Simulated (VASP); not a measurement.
Elastic constants (GPa) of a crystal from VASP with PBEsol GGA, VASP's PBE PAW potentials (set 64):

```tsv
	xx	yy	zz	yz	xz	xy
xx	212.9	152.5	152.5	0.0	0.0	0.0
yy	152.5	212.9	152.5	0.0	0.0	0.0
zz	152.5	152.5	212.9	0.0	0.0	0.0
yz	0.0	0.0	0.0	119.5	0.0	0.0
xz	0.0	0.0	0.0	0.0	119.5	0.0
xy	0.0	0.0	0.0	0.0	0.0	119.5
```

Finite-difference elastic constants of metals are sensitive to mesh and smearing; shear constants can be off by tens of GPa.

Work out the Voigt, Reuss and Hill moduli, Young's modulus and Poisson's ratio.

All eigenvalues are positive (smallest 60.4 GPa), so the crystal is stable. K_V = (C11+C22+C33+2(C12+C13+C23))/9 = (638.7 + 2×457.5)/9 = 172.6 GPa; G_V = (638.7 − 457.5 + 3×358.5)/15 = 83.8 GPa. From the compliances, K_R = 172.6 GPa and G_R = 54.7 GPa. Hill: K = 172.6 GPa, G = 69.3 GPa, E = 9KG/(3K+G) = 183.3 GPa, ν = (3K−2G)/(2(3K+G)) = 0.323. K/G = 2.49, above Pugh's 1.75; universal anisotropy A^U = 2.65.

With a density of 6.06 g/cm³, what are the mean sound speeds?

v_l = √((K+4G/3)/ρ) = 6.61 km/s and v_t = √(G/ρ) = 3.38 km/s. The crystal is NiAl (CsCl type), cubic.

The compound is NiAl in the CsCl type structure. It was relaxed first. The run is not spin-polarised, so no magnetic state was tried. The electron count is odd and the run is not spin-polarised, which forces a metal.
